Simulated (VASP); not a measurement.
Calculation: PBE GGA, VASP's PBE PAW potentials (set 64) (plane waves; VASP).

VASP input:

**POSCAR**
```
TeW
1
    4.2046010000     0.0000000000     0.0000000000
   -2.1023000000     3.6412910000     0.0000000000
    0.0000000000     0.0000000000     5.8601830000
W Te
2 2
Direct
  0.0000000000   0.0000000000   0.0000000000
  0.0000000000   0.0000000000   0.5000000000
  0.3333330000   0.6666670000   0.2500000000
  0.6666670000   0.3333330000   0.7500000000
```

**KPOINTS_OPT**
```
k-points along high-symmetry lines
6
Line-mode
Reciprocal
  0.000000   0.000000   0.000000 ! GAMMA
  0.500000   0.000000   0.000000 ! M

  0.500000   0.000000   0.000000 ! M
  0.333333   0.333333   0.000000 ! K

  0.333333   0.333333   0.000000 ! K
  0.000000   0.000000   0.000000 ! GAMMA

  0.000000   0.000000   0.000000 ! GAMMA
  0.000000   0.000000   0.500000 ! A

  0.000000   0.000000   0.500000 ! A
  0.500000   0.000000   0.500000 ! L

  0.500000   0.000000   0.500000 ! L
  0.333333   0.333333   0.500000 ! H

  0.333333   0.333333   0.500000 ! H
  0.000000   0.000000   0.500000 ! A

  0.500000   0.000000   0.500000 ! L
  0.500000   0.000000   0.000000 ! M

  0.333333   0.333333   0.500000 ! H
  0.333333   0.333333   0.000000 ! K
```

File KPOINTS:
```
Automatic
0
Gamma
  5 5 3
```

**INCAR**
```
GGA = PE   # PBE
SIGMA = 0.1   # width (eV)
LREAL = .False.
EDIFF = 1E-6   # SCF stop (eV)
SYSTEM = TeW
ALGO = Normal   # blocked Davidson
ISIF = 2   # forces and stress, cell fixed
ISMEAR = 0
NELM = 100   # most electronic steps
ENCUT = 300   # plane-wave cut-off (eV)
LMAXMIX = 6   # l cut-off of mixed one-centre charges
LASPH = .True.   # aspherical one-centre terms
LCHARG = .False.
PREC = Accurate
LWAVE = .False.
```

POTCAR, in this order: W_sv Te (PBE.64 set). Program: vasp_std.

At this cut-off the stress carries a Pulay error, which pulls relaxed volumes low. Unless said otherwise, spin-orbit coupling is left out, though it shifts the bands of the heavy elements here.

Task: What does the run give for the energy per atom (σ→0), pressure, band gap (over mesh and band path)?

Result: 
```yaml
energy per atom (σ→0): -7.179 eV/atom
band gap (over mesh and band path): none (metal, semimetal or under 0.01 eV)
pressure: -5.80 GPa
```

### OSZICAR
```
...
DAV:  13    -0.287345021291E+02    0.36973E-06   -0.15677E-06   400   0.765E-03
   1 F= -.28734502E+02 E0= -.28715998E+02  d E =-.370073E-01
       N       E                     dE             ncg
       N       E                     dE             ncg
       N       E                     dE             ncg
       N       E                     dE             ncg
       N       E                     dE             ncg
       N       E                     dE             ncg
```

The structure was generated: TeW was put into an ordered model structure, which need not be its known phase. The cell was not relaxed at this level. The k-mesh is coarse (spacing up to 0.36 per Å, 2π included), so the numbers may not be converged in it.
